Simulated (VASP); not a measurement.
Crystal: GaSb.

```xyz
2
Lattice="0.0000 3.0590 3.0590 3.0590 0.0000 3.0590 3.0590 3.0590 0.0000" Properties=species:S:1:pos:R:3 pbc="T T T"
Ga    0.0000    0.0000    0.0000
Sb    1.5295    1.5295    1.5295
```

| Quantity | Value |
| --- | --- |
| Program | VASP 6.6.1 |
| Task | relaxation of cell and atoms |
| Functional | PBE |
| Potentials or basis | VASP PAW PBE potentials, release 64 (Ga, Sb) |
| Cutoff | 300 eV |
| k mesh | 5 × 5 × 5 |
| Occupations | gaussian, width 0.03 eV |
| Spin | no spin polarisation |

At the start: pressure 2.6 GPa; volume 28.62 Å³/atom.

Problem. Where does the relaxation end?

Solution. Over 3 steps the energy falls by 13.8 meV/atom and the volume is 30.30 Å³/atom (+5.9 %); space group F-43m (No. 216, to 0.05 Å).

The path:
```tsv
step	energy change (eV)	largest force (eV/Å)	pressure (GPa)	volume (Å³)
1	0.0000	0.0000	2.61	57.25
2	-0.0266	0.0000	-0.46	61.20
3	-0.0275	0.0000	-0.03	60.61
```

Final structure:
```yaml
crystal:
  lattice:
    - [0.00000, 3.11768, 3.11768]
    - [3.11768, 0.00000, 3.11768]
    - [3.11768, 3.11768, 0.00000]
  atoms:
    - { symbol: Ga, position: [0.00000, 0.00000, 0.00000] }
    - { symbol: Sb, position: [0.25000, 0.25000, 0.25000] }
```
